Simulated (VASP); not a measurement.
Level of theory: optB86b-vdW, VASP's PBE PAW potentials (set 64) (plane waves; VASP 6.6.1).

The input files of a VASP run:

### POSCAR
```
Hf
1
    1.5867724934    -2.7483705412    -0.0000000000
    1.5867724934     2.7483705412    -0.0000000000
    0.0000000000     0.0000000000     5.0197508421
Hf
2
Direct
  0.3333330000   0.6666670000   0.2500000000
  0.6666670000   0.3333330000   0.7500000000
```

### KPOINTS
```
K-points
0
G
15 15 8
```

**INCAR**
```
! general
SYSTEM   = Hf
PREC     = Accurate
ENCUT    = 520   ! plane-wave cut-off (eV)
LREAL    = .FALSE.   ! projection in real space or not
LASPH    = .TRUE.

! electronic loop
EDIFF    = 1E-7
NELM     = 100
ALGO     = Normal   ! blocked Davidson
LMAXMIX  = 6

! smearing
ISMEAR   = -5

! functional
GGA      = MK
LUSE_VDW = .TRUE.
AGGAC    = 0.0
PARAM1   = 0.1234
PARAM2   = 1.0

! ions
ISIF     = 2   ! forces and stress, cell fixed

! output
LWAVE    = .FALSE.
LCHARG   = .TRUE.
LORBIT   = 11   ! lm-projected
NEDOS    = 601   ! DOS grid
```

POTCAR, in this order: Hf_pv (PBE.64 set). Program: vasp_std.

For a metal the tetrahedron method with Blöchl corrections gives inexact stress and forces. Unless said otherwise, spin-orbit coupling is left out, though it shifts the bands of the heavy elements here.

Q: Estimate the energy per atom (σ→0), band gap (on the k-mesh).

A: 
| Property | Value |
|---|---|
| energy per atom (σ→0) | -7.621 eV/atom |
| band gap (on the k-mesh) | none (metal, semimetal or under 0.01 eV) |

**OSZICAR**
```
...
DAV:   6    -0.154208447136E+02    0.48231E+00   -0.45371E-01  4032   0.525E+00    0.390E+01
DAV:   7    -0.152507633633E+02    0.17008E+00   -0.76189E-01  4020   0.654E+00    0.200E+00
DAV:   8    -0.152421200387E+02    0.86433E-02   -0.51308E-02  4200   0.175E+00    0.274E-01
DAV:   9    -0.152422043380E+02   -0.84299E-04   -0.10475E-03  5250   0.261E-01    0.202E-01
DAV:  10    -0.152421960986E+02    0.82394E-05   -0.65930E-05  4270   0.659E-02    0.302E-01
DAV:  11    -0.152421960718E+02    0.26797E-07   -0.83458E-06  4878   0.223E-02    0.134E-02
DAV:  12    -0.152421961347E+02   -0.62935E-07   -0.52864E-07  4762   0.558E-03
   1 F= -.15242196E+02 E0= -.15242196E+02  d E =0.000000E+00
```

The compound is Hf in the hcp structure. It was relaxed first.
